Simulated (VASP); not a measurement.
```xyz
2
Lattice="0.0000 2.8590 2.8590 2.8590 0.0000 2.8590 2.8590 2.8590 0.0000" Properties=species:S:1:pos:R:3 pbc="T T T"
Ag     0.0000     0.0000     0.0000
Cl     2.8590     2.8590     2.8590
```

All values below come from revPBE GGA, VASP's PBE PAW potentials (set 64) (plane waves; VASP 6.6.1). Settings: 520 eV cut-off, 7×7×7 Γ-centred mesh, Gaussian smearing of 0.050 eV, potentials Ag Cl.

Q: What does the run give for the energy per atom (σ→0)?

A: 
The energy per atom (σ→0) comes out as -2.397 eV/atom.

The absolute energy has meaning only against runs of the same code, potentials and settings.

The compound is AgCl in the rock salt structure. It was relaxed first, which changed the volume by +9 %. The start is the result of an earlier pass.
